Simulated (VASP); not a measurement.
Method: revPBE GGA, VASP's PBE PAW potentials (set 64) (plane waves; VASP 6.6.1).

VASP input:

POSCAR:
```
CdSe
1.0
  2.2426130190  -3.8843194285   0.0000000000
  2.2426130190   3.8843194285   0.0000000000
  0.0000000000   0.0000000000   7.3018178610
Cd Se
2 2
Cartesian
  2.2426130190  -1.2947757324   3.6517056318
  2.2426130190   1.2947757324   0.0007967013
  2.2426130190  -1.2947757324   6.3955957449
  2.2426130190   1.2947757324   2.7446868144
```

### KPOINTS
```
Automatic mesh
0
Gamma
6 6 3
0 0 0
```

**INCAR**
```
# general
SYSTEM =CdSe
PREC   =Accurate
ENCUT  =520
LREAL  =F
LASPH  =T   # aspherical one-centre terms

# electronic loop
EDIFF  =1E-7
NELM   =100   # most electronic steps
ALGO   =Normal   # blocked Davidson
LMAXMIX=4   # l cut-off of mixed one-centre charges

# smearing
ISMEAR =0
SIGMA  =0.05

# functional
GGA    =RE   # revPBE

# ions
IBRION =2   # conjugate gradients
NSW    =30   # most ionic steps
ISIF   =4
EDIFFG =-0.01   # ionic stop

# output
LWAVE  =F
LCHARG =F
```

POTCAR, in this order: Cd Se (PBE.64 set). Program: vasp_std.

**Question.** What will the output report for the number of irreducible k-points (NKPTS), largest plane-wave count, number of space-group operations, FFT grid (NGX, NGY, NGZ)?

**Answer.** 
The number of irreducible k-points (NKPTS) comes out as 14 and the largest plane-wave count is 3453. The number of space-group operations is 12 and the FFT grid (NGX, NGY, NGZ) comes out as 36 × 36 × 54.

The compound is CdSe in the wurtzite structure. This cell is one point of a volume scan, at 1.03 of the reference volume. Symmetry was kept, so distortions that lower it aren't found.
